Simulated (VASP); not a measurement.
**A vacancy on the Sn site in a supercell of Nb3Sn**

How easily does a vacancy on the Sn site form in Nb3Sn? The host is relaxed first, then a supercell is run with and without the defect. The start is a cell from a database of measured crystal structures.

Main program and level: VASP 6.6.1; r2SCAN; plane waves and PAW (Sn, Nb_pv), in the first sound run; inputs show where later runs differ.

### 1. The host crystal

Symmetry: Pm-3n, No. 223, cubic system. The conventional cell has a = 5.282 Å, b = 5.282 Å, c = 5.282 Å, α = 90.00°, β = 90.00°, γ = 90.00°. Sn has 12 Nb at 2.95 Å nearest. Nearest to Nb lie 2 Nb at 2.64 Å and 4 Sn at 2.95 Å. Farther neighbours are not listed.

### 2. Relaxing the host crystal

The later steps need the crystal at this functional's own lattice; a raised cutoff keeps the stress reliable while the cell changes.

Input file INCAR:

```
SYSTEM = Nb3Sn
PREC = Accurate
ENCUT = 350
EDIFF = 1E-06
NELM = 120
ISMEAR = 1
SIGMA = 0.15
LREAL = .FALSE.
ALGO = Normal
METAGGA = R2SCAN
LASPH = .TRUE.
NBANDS = 45
LORBIT = 11
LWAVE = .FALSE.
LCHARG = .FALSE.
KPAR = 4
IBRION = 2
NSW = 40
ISIF = 3
EDIFFG = -0.02
POTIM = 0.4
```

Input file POSCAR:

```
Nb3Sn
1.0
    5.2821000000      0.0000000000      0.0000000000
    0.0000000000      5.2821000000      0.0000000000
    0.0000000000      0.0000000000      5.2821000000
Sn Nb
2 6
Direct
    0.5000000000      0.5000000000      0.5000000000
    0.0000000000      0.0000000000      0.0000000000
    0.0000000000      0.5000000000      0.2500000000
    0.0000000000      0.5000000000      0.7500000000
    0.5000000000      0.2500000000      0.0000000000
    0.7500000000      0.0000000000      0.5000000000
    0.5000000000      0.7500000000      0.0000000000
    0.2500000000      0.0000000000      0.5000000000
```

Input file KPOINTS:

```
Automatic mesh
0
Gamma
5 5 5
0 0 0
```

Potentials, in the order of the species: Sn and Nb_pv (PBE family, release 64).

Command:

```
mpirun -np 4 vasp_std
```

Log:

```text
[banner, memory and clock lines left out]
running    4 mpi-ranks, on    1 nodes
 distrk:  each k-point on    1 cores,    4 groups
 distr:  one band on    1 cores,    1 groups

 POSCAR found type information on POSCAR SnNb
 POSCAR found :  2 types and       8 ions
|                                                                             |
|               ----> ADVICE to this user running VASP <----                  |
|                                                                             |
|     You enforced a specific xc type in the INCAR file but a different       |
|     [... a line on the potential file left out ...]
|     I HOPE YOU KNOW WHAT YOU ARE DOING!                                     |
|                                                                             |

 LDA part: xc-table for (None), standard interpolation
 POSCAR, INCAR and KPOINTS ok, starting setup
 FFT: planning ... GRIDC
 FFT: planning ... GRID_SOFT
 FFT: planning ... GRID
 WAVECAR not read
 entering main loop
       N       E                     dE             d eps       ncg     rms          rms(c)
DAV:   1     0.663034704512E+03    0.66303E+03   -0.30315E+04   932   0.133E+03
DAV:   2    -0.151646761826E+03   -0.81468E+03   -0.79997E+03   908   0.712E+02
DAV:   3    -0.214164053756E+03   -0.62517E+02   -0.59566E+02  1475   0.154E+02
DAV:   4    -0.218747783469E+03   -0.45837E+01   -0.43824E+01  1440   0.419E+01
DAV:   5    -0.218975774388E+03   -0.22799E+00   -0.22408E+00  1464   0.800E+00    0.610E+01
DAV:   6    -0.199756611994E+03    0.19219E+02   -0.12435E+01  1256   0.336E+01    0.185E+01
DAV:   7    -0.199565879246E+03    0.19073E+00   -0.14302E+00  1376   0.101E+01    0.419E+00
DAV:   8    -0.199553363181E+03    0.12516E-01   -0.19430E-01  1280   0.284E+00    0.115E+00
DAV:   9    -0.199555924374E+03   -0.25612E-02   -0.14187E-02  1360   0.772E-01    0.801E-01
DAV:  10    -0.199555761127E+03    0.16325E-03   -0.25213E-03  1312   0.237E-01    0.186E-01
DAV:  11    -0.199555950638E+03   -0.18951E-03   -0.36656E-04  1352   0.118E-01    0.207E-02
DAV:  12    -0.199555931632E+03    0.19005E-04   -0.24501E-05  1320   0.302E-02    0.347E-02
DAV:  13    -0.199555926843E+03    0.47894E-05   -0.35382E-06   904   0.135E-02    0.209E-03
DAV:  14    -0.199555927845E+03   -0.10015E-05   -0.54489E-07   792   0.708E-03    0.232E-03
DAV:  15    -0.199555928286E+03   -0.44126E-06   -0.18981E-07   744   0.486E-03
   1 F= -.19955593E+03 E0= -.19954460E+03  d E =-.199556E+03
 curvature:   0.00 expect dE= 0.000E+00 dE for cont linesearch  0.000E+00
 trial: gam= 0.00000 g(F)=  0.909E-51 g(S)=  0.229E+00 ort = 0.000E+00 (trialstep = 0.100E+01)
 search vector abs. value=  0.229E+00
 bond charge predicted
       N       E                     dE             d eps       ncg     rms          rms(c)
DAV:   1    -0.200832405893E+03   -0.12765E+01   -0.38565E+01   913   0.471E+01    0.118E+01
DAV:   2    -0.199742475097E+03    0.10899E+01   -0.25106E+00  1134   0.133E+01    0.527E+00
DAV:   3    -0.199535636905E+03    0.20684E+00   -0.17093E+00  1281   0.958E+00    0.330E+00
DAV:   4    -0.199525130126E+03    0.10507E-01   -0.36521E-02  1240   0.155E+00    0.253E+00
DAV:   5    -0.199516291418E+03    0.88387E-02   -0.29970E-02  1176   0.576E-01    0.177E+00
DAV:   6    -0.199515892139E+03    0.39928E-03   -0.11743E-02  1320   0.406E-01    0.109E+00
DAV:   7    -0.199515764024E+03    0.12811E-03   -0.38827E-03  1408   0.372E-01    0.278E-01
DAV:   8    -0.199515775165E+03   -0.11140E-04   -0.12667E-04  1296   0.762E-02    0.156E-01
DAV:   9    -0.199515766458E+03    0.87067E-05   -0.60000E-05  1312   0.384E-02    0.537E-02
DAV:  10    -0.199515767832E+03   -0.13743E-05   -0.75743E-06  1048   0.149E-02    0.124E-02
DAV:  11    -0.199515768168E+03   -0.33549E-06   -0.11956E-06   632   0.943E-03
   2 F= -.19951577E+03 E0= -.19950174E+03  d E =0.401601E-01
 trial-energy change:    0.040160  1 .order    0.034953   -0.228870    0.298776
 step:   0.4193(harm=  0.4338)  dis= 0.00000  next Energy=  -199.603531 (dE=-0.476E-01)
 bond charge predicted
       N       E                     dE             d eps       ncg     rms          rms(c)
DAV:   1    -0.200049078512E+03   -0.53331E+00   -0.12458E+01   983   0.259E+01    0.100E+01
DAV:   2    -0.199670197177E+03    0.37888E+00   -0.11004E+00  1088   0.996E+00    0.192E+00
DAV:   3    -0.199606336396E+03    0.63861E-01   -0.29255E-01  1270   0.379E+00    0.130E+00
DAV:   4    -0.199603200372E+03    0.31360E-02   -0.22695E-02  1203   0.769E-01    0.518E-01
DAV:   5    -0.199603156740E+03    0.43632E-04   -0.63899E-03  1312   0.590E-01    0.235E-01
DAV:   6    -0.199602876280E+03    0.28046E-03   -0.10136E-03  1443   0.179E-01    0.821E-02
DAV:   7    -0.199602847276E+03    0.29003E-04   -0.29810E-04  1360   0.975E-02    0.125E-02
DAV:   8    -0.199602844722E+03    0.25544E-05   -0.10905E-05  1248   0.230E-02    0.629E-03
DAV:   9    -0.199602841974E+03    0.27482E-05   -0.58707E-07   696   0.797E-03    0.313E-03
DAV:  10    -0.199602841819E+03    0.15415E-06   -0.20551E-07   624   0.504E-03
   3 F= -.19960284E+03 E0= -.19959011E+03  d E =-.469135E-01
 curvature:  -0.22 expect dE=-0.174E-05 dE for cont linesearch -0.174E-05
 trial: gam= 0.00000 g(F)=  0.623E-53 g(S)=  0.802E-05 ort =-0.136E-02 (trialstep = 0.884E+00)
 search vector abs. value=  0.802E-05
 reached required accuracy - stopping structural energy minimisation
```

It took 2.6 min on 4 MPI ranks of Intel Xeon Platinum 8488C (Sapphire Rapids), shared host; peak memory 0.83 GiB.

Lines that name or quote the potential files are left out of all logs, and their timing lines are given in words.

From OUTCAR (step 2):

```text
ion  position               nearest neighbor table
   1  0.500  0.500  0.500-   3 2.95   4 2.95   5 2.95   6 2.95   7 2.95   8 2.95   5 2.95   7 2.95
                             6 2.95   8 2.95   3 2.95   4 2.95
   2  0.000  0.000  0.000-   3 2.95   4 2.95   5 2.95   6 2.95   7 2.95   8 2.95   6 2.95   8 2.95
                             3 2.95   4 2.95   5 2.95   7 2.95
   3  0.000  0.500  0.250-   4 2.64   4 2.64   1 2.95   2 2.95   2 2.95   1 2.95   8 3.23   5 3.23
                             6 3.23   6 3.23   8 3.23   7 3.23   5 3.23   7 3.23
   4  0.000  0.500  0.750-   3 2.64   3 2.64   1 2.95   2 2.95   2 2.95   1 2.95   8 3.23   5 3.23
                             6 3.23   6 3.23   8 3.23   7 3.23   5 3.23   7 3.23
   5  0.500  0.250  0.000-   7 2.64   7 2.64   1 2.95   1 2.95   2 2.95   2 2.95   6 3.23   8 3.23
                             8 3.23   6 3.23   3 3.23   4 3.23   3 3.23   4 3.23
   6  0.750  0.000  0.500-   8 2.64   8 2.64   1 2.95   2 2.95   1 2.95   2 2.95   5 3.23   7 3.23
                             5 3.23   7 3.23   3 3.23   3 3.23   4 3.23   4 3.23
   7  0.500  0.750  0.000-   5 2.64   5 2.64   1 2.95   1 2.95   2 2.95   2 2.95   6 3.23   8 3.23
                             8 3.23   6 3.23   3 3.23   4 3.23   3 3.23   4 3.23
   8  0.250  0.000  0.500-   6 2.64   6 2.64   1 2.95   2 2.95   1 2.95   2 2.95   5 3.23   7 3.23
                             7 3.23   5 3.23   3 3.23   3 3.23   4 3.23   4 3.23

  LATTYP: Found a simple cubic cell.
 ALAT       =     5.2821000000

 Subroutine GETGRP returns: Found 48 space group operations
 (whereof 24 operations were pure point group operations)

The static configuration has the point symmetry T_h .
 The point group associated with its full space group is O_h .

 Found     10 irreducible k-points:

   k-points           NKPTS =     10   k-points in BZ     NKDIM =     10   number of bands    NBANDS=     45

   dimension x,y,z NGX =    32 NGY =   32 NGZ =   32
   dimension x,y,z NGXF=    64 NGYF=   64 NGZF=   64

   ENCUT  =  350.0 eV  25.72 Ry    5.07 a.u.   8.06  8.06  8.06*2*pi/ulx,y,z

   NELECT =      74.0000    total number of electrons

 k-points in reciprocal lattice and weights: Automatic mesh
   0.00000000  0.00000000  0.00000000       0.008
   0.20000000  0.00000000  0.00000000       0.048
   0.40000000  0.00000000  0.00000000       0.048
   0.20000000  0.20000000  0.00000000       0.096
   0.40000000  0.20000000  0.00000000       0.192
   0.40000000  0.40000000  0.00000000       0.096
   0.20000000  0.20000000  0.20000000       0.064
   0.40000000  0.20000000  0.20000000       0.192
   0.40000000  0.40000000  0.20000000       0.192
   0.40000000  0.40000000  0.40000000       0.064

 average (electrostatic) potential at core
       1 -46.5408       2 -46.5408       3 -39.1152       4 -39.1152       5 -39.1152
       6 -39.1152       7 -39.1152       8 -39.1152

 E-fermi :   5.6433

 k-point     1 :       0.0000    0.0000    0.0000
  band No.  band energies     occupation
    ...
     34       5.0468      2.00000
     35       5.0468      2.00000
     36       5.0468      2.00000
     37       5.6221      1.23633
     38       5.6221      1.23633
     39       8.2299     -0.00000
     40       8.2299     -0.00000
     41       8.2299     -0.00000
     42       8.3934     -0.00000
     43       9.2030      0.00000
    ...

 k-point     2 :       0.2000    0.0000    0.0000
  band No.  band energies     occupation
    ...
     33       4.3376      2.00000
     34       5.0187      2.00000
     35       5.0991      2.00000
     36       5.0991      2.00000
     37       5.6873      0.52677
     38       5.6969      0.43575
     39       7.7837     -0.00000
     40       8.0918     -0.00000
     41       8.0918     -0.00000
     42       8.8064      0.00000
    ...

 k-point     3 :       0.4000    0.0000    0.0000
  band No.  band energies     occupation
    ...
     34       4.8270      2.00000
     35       4.8270      2.00000
     36       4.8829      2.00000
     37       5.2603      2.00182
     38       5.5559      1.82443
     39       6.9805     -0.00000
     40       7.9647     -0.00000
     41       8.0056     -0.00000
     42       8.0056     -0.00000
     43       8.4792     -0.00000
    ...

  Total       -0.0235435     -0.0235435     -0.0235435      0.0000000     -0.0000000     -0.0000000
  in kB       -0.2498748     -0.2498748     -0.2498748      0.0000000     -0.0000000     -0.0000000
  external PRESSURE =      -0.2498748 kB  Pullay stress =       0.0000000 kB

  energy-cutoff  :      350.00
  volume of cell :      150.96
      direct lattice vectors                 reciprocal lattice vectors
     5.324593364  0.000000000  0.000000000     0.187807769  0.000000000  0.000000000
    -0.000000000  5.324593364  0.000000000    -0.000000000  0.187807769 -0.000000000
    -0.000000000  0.000000000  5.324593364    -0.000000000 -0.000000000  0.187807769

 POSITION                                       TOTAL-FORCE (eV/Angst)
 -----------------------------------------------------------------------------------
      2.66230      2.66230      2.66230         0.000000     -0.000000      0.000000
     -0.00000      0.00000      0.00000         0.000000     -0.000000      0.000000
     -0.00000      2.66230      1.33115         0.000000     -0.000000      0.000000
     -0.00000      2.66230      3.99345        -0.000000      0.000000      0.000000
      2.66230      1.33115      0.00000        -0.000000     -0.000000      0.000000
      3.99345      0.00000      2.66230         0.000000      0.000000     -0.000000
      2.66230      3.99345      0.00000         0.000000     -0.000000     -0.000000
      1.33115      0.00000      2.66230        -0.000000     -0.000000     -0.000000
 -----------------------------------------------------------------------------------
    total drift:                                0.000000     -0.000000      0.000000

  FREE ENERGIE OF THE ION-ELECTRON SYSTEM (eV)
  ---------------------------------------------------
  free  energy   TOTEN  =      -199.6028418194 eV

  energy  without entropy=     -199.5646584989  energy(sigma->0) =     -199.59011405

 reached required accuracy - stopping structural energy minimisation

 total charge
# of ion       s       p       d       tot
------------------------------------------
    1        1.289   2.106   0.256   3.651
    2        1.289   2.106   0.256   3.651
    3        0.361   6.303   3.112   9.777
    4        0.361   6.303   3.112   9.777
    5        0.361   6.303   3.112   9.777
    6        0.361   6.303   3.112   9.777
    7        0.361   6.303   3.112   9.777
    8        0.361   6.303   3.112   9.777
--------------------------------------------------
tot          4.745  42.031  19.187  65.964

[... 3 further parts left out ...]
```

CONTCAR:

```
Nb3Sn
   1.00000000000000
     5.3245933641674723    0.0000000000000000    0.0000000000000000
    -0.0000000000000000    5.3245933641674723    0.0000000000000000
    -0.0000000000000000    0.0000000000000000    5.3245933641674723
  Sn              Nb
     2     6
Direct
     0.5000000000000000    0.5000000000000000    0.5000000000000000
     0.0000000000000000    0.0000000000000000    0.0000000000000000
     0.0000000000000000    0.5000000000000000    0.2500000000000000
     0.0000000000000000    0.5000000000000000    0.7500000000000000
     0.5000000000000000    0.2500000000000000    0.0000000000000000
     0.7500000000000000    0.0000000000000000    0.5000000000000000
     0.5000000000000000    0.7500000000000000    0.0000000000000000
     0.2500000000000000    0.0000000000000000    0.5000000000000000
```

The k-mesh is coarse for a metal. The PAW data sets were made with PBE, which is usual practice but a small mismatch for other functionals. The data set Sn keeps the semicore shell frozen, which is cheaper and a little less accurate. The run keeps the 48 symmetry operations of its start, so it cannot find a distortion of lower symmetry.

Step by step:

```tsv
step	energy less that of the first step (eV)	largest force (eV/Å)	pressure (GPa)	volume (Å³)
1	0.0000	0.0000	4.32	147.37
2	0.0402	0.0000	-5.33	156.02
3	-0.0469	0.0000	-0.03	150.96
```

```tsv
conventional cell, symmetrised	before	after	change
a (Å)	5.282	5.325	+0.8 %
b (Å)	5.282	5.325	+0.8 %
c (Å)	5.282	5.325	+0.8 %
volume (Å³/atom)	18.42	18.87	+2.4 %
```

Final coordinates:

```cif
data_structure
_symmetry_space_group_name_H-M 'P 1'
_symmetry_Int_Tables_number 1
_cell_length_a 5.3246
_cell_length_b 5.3246
_cell_length_c 5.3246
_cell_angle_alpha 90.000
_cell_angle_beta 90.000
_cell_angle_gamma 90.000
_cell_volume 150.96
loop_
_atom_site_label
_atom_site_type_symbol
_atom_site_fract_x
_atom_site_fract_y
_atom_site_fract_z
_atom_site_occupancy
Sn1 Sn 0.50000 0.50000 0.50000 1
Sn2 Sn 0.00000 0.00000 0.00000 1
Nb3 Nb 0.00000 0.50000 0.25000 1
Nb4 Nb 0.00000 0.50000 0.75000 1
Nb5 Nb 0.50000 0.25000 0.00000 1
Nb6 Nb 0.75000 0.00000 0.50000 1
Nb7 Nb 0.50000 0.75000 0.00000 1
Nb8 Nb 0.25000 0.00000 0.50000 1
```

Numbers from this step:

| Quantity | Value |
| --- | --- |
| electronic cycles | 36 |
| electrons | 74 |
| free energy (TOTEN) | -199.6028 eV |
| energy at zero smearing | -199.5901 eV |
| Fermi energy | 5.643 eV |
| labelled metallic, from the levels on this mesh | yes |

The run ended after 3 ionic steps, 0.047 eV below its first step, once forces and stress met EDIFFG = -0.02.

[end of part 1 of 4]

[Lines on the potential files, build, host, timing and source positions are cut from VASP's logs without a mark.]

[Logs are printed without paths, hosts, clocks, repeated set-up lines and the standing remarks that a program may print on its own settings, such as how far it seeks lower states.]

[Hosts, paths, dates, database ids (printed as entryN), source tags and the programs' standing remarks are cut or masked in the printed files.]

[In band tables of VASP the shares of atoms and orbitals are scaled to a sum of 1 inside the atoms' spheres.]

[Runs that stopped without an error message from VASP are left out.]
